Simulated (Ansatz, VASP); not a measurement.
ScSbS3 in VASP and in Ansatz

```
CELL_PARAMETERS angstrom
4.03067 0.00000 0.00000
0.00000 4.03067 0.00000
0.00000 0.00000 9.46779
ATOMIC_POSITIONS crystal
Sc 0.00000 0.00000 0.50000
Sb 0.50000 0.50000 0.50000
S 0.50000 0.50000 0.77426
S 0.50000 0.50000 0.22574
S 0.50000 0.50000 0.00000
```

Alike in both runs: functional PBE; k mesh 4 × 4 × 2; occupations gaussian, width 0.1 eV; no spin polarisation.

Ansatz relaxed the structure, and its values are those at the end. VASP's run is a single point on that final structure, the one shown.

|  | VASP | Ansatz |
| --- | --- | --- |
| version | VASP 6.6.1 | Ansatz 0.2.0 |
| potentials or method | VASP PAW PBE potentials, release 64 (Sc_sv, Sb, S) | scalar-relativistic, plane waves, PAW |
| plane-wave cutoff (eV) | 520 | 420 |
| valence electrons in the cell | 34 | 44 |

|  | VASP | Ansatz | Ansatz less VASP |
| --- | --- | --- | --- |
| gap on the k mesh at the Fermi level (eV) | none | none | - |
| pressure (GPa) | -0.1 | 0.0 | +0.08 |
| rms of the force components (eV/Å) | 0.020 | 0.006 | -0.0137 |

A gap of «none» marks a metal or a gap that the smearing closes. The functional is the same, so the differences come from potentials, cutoffs and numerics. The two sets of potentials don't hold the same shells in valence.

Caveats: the k mesh is coarse (spacing up to 0.39 Å⁻¹), so the values aren't converged. The runs have no spin-orbit coupling, so splittings on Sb are missing.
